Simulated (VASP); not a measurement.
Energy against volume of HgTe (zinc blende). Computed with PBE GGA with D4 dispersion, VASP's PBE PAW potentials (set 64) (plane waves; VASP 6.6.1). Settings: 520 eV cut-off, 10×10×10 Γ-centred mesh, first-order Methfessel-Paxton smearing of 0.10 eV, potentials Hg Te.

| V (Å³/atom) | E (eV/atom) |
|---|---|
| 34.028 | -2.17795 |
| 35.080 | -2.18221 |
| 36.133 | -2.17851 |
| 37.185 | -2.16824 |

Fit these four points and predict the energy of the run at 32.976 Å³/atom.

A cubic in V^(−2/3), the third-order Birch-Murnaghan form, passes through the four points with V0 = 35.08 Å³/atom and B0 = 40 GPa, and gives -2.1641 eV/atom there. The run gave -2.1641 eV/atom, -0.1 meV/atom from the fit; all five points give B0 = 40 GPa.

The compound is HgTe in the zinc blende structure. It was relaxed first.
